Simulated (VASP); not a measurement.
Set up this calculation in VASP 6.6.1, as the native input.

```
Task                   : relaxation of cell and atoms
Functional             : PBE
Potentials or basis    : VASP PAW PBE potentials, release 64 (Al, Ti_sv, N)
Cutoff                 : 600 eV
k mesh                 : 6 × 6 × 6
Occupations            : gaussian, width 0.1 eV
Spin                   : no spin polarisation
Further INCAR settings : ALGO = Fast; EDIFF = 1e-06; IBRION = 2; EDIFFG = -0.01; NSW = 60; ISIF = 3
```

The structure of Ti7AlN8 lies in POSCAR:

```
Ti7AlN8
1.0
    0.0000000000      4.2500000000      4.2500000000
    4.2500000000      0.0000000000      4.2500000000
    4.2500000000      4.2500000000      0.0000000000
Al Ti N
1 7 8
Direct
    0.0000000000      0.0000000000      0.0000000000
    0.0000000000      0.0000000000      0.5000000000
    0.0000000000      0.5000000000      0.0000000000
    0.0000000000      0.5000000000      0.5000000000
    0.5000000000      0.0000000000      0.0000000000
    0.5000000000      0.0000000000      0.5000000000
    0.5000000000      0.5000000000      0.0000000000
    0.5000000000      0.5000000000      0.5000000000
    0.2500000000      0.2500000000      0.2500000000
    0.2500000000      0.2500000000      0.7500000000
    0.2500000000      0.7500000000      0.2500000000
    0.2500000000      0.7500000000      0.7500000000
    0.7500000000      0.2500000000      0.2500000000
    0.7500000000      0.2500000000      0.7500000000
    0.7500000000      0.7500000000      0.2500000000
    0.7500000000      0.7500000000      0.7500000000
```

The cell was built by a generator and needn't be a form met in nature.

One way to write it, as run:

INCAR

```
ALGO     = Fast           # electronic algorithm
EDIFF    = 1E-6           # SCF threshold, eV
EDIFFG   = -0.01          # ionic threshold
ENCUT    = 600            # plane-wave cutoff, eV
GGA      = PE             # functional
IBRION   = 2              # ionic algorithm
ISIF     = 3              # what is computed and relaxed
ISMEAR   = 0              # smearing method
LASPH    = True           # aspherical terms in the spheres
LCHARG   = False          # write CHGCAR
LREAL    = False          # projectors in reciprocal space
LWAVE    = False          # write WAVECAR
NELM     = 60             # most SCF steps
NSW      = 60             # ionic steps
PREC     = Accurate       # precision mode
SIGMA    = 0.1            # smearing width, eV
```

KPOINTS

```
k-points
0
Gamma
  6 6 6
```

Potentials or basis: VASP PAW PBE potentials, release 64 (Al, Ti_sv, N).

Run with:

```console
$ cat potpaw_PBE.64/Al/POTCAR potpaw_PBE.64/Ti_sv/POTCAR potpaw_PBE.64/N/POTCAR > POTCAR
$ mpirun -np 1 vasp_std > vasp.out
```

It gave:

```yaml
Relaxed_volume: 9.47 Å³/atom
Relaxed_cell: a = 5.984 Å, b = 5.984 Å, c = 5.984 Å, α = 60.00°, β = 60.00°, γ = 60.00°
Space_group_after_relaxing_to_0.05_Å: Fm-3m (No. 225)
Energy_gained_by_relaxing: 16.7 meV/atom
Ionic_steps: 5
Pressure_after_relaxing: 0.0 GPa
Band_gap_on_the_k_mesh: none (metal or under the smearing width)
```

It took 18 min on 1 thread of Intel(R) Xeon(R) 6975P-C (Granite Rapids), on a shared host, peak memory 0.46 GiB.
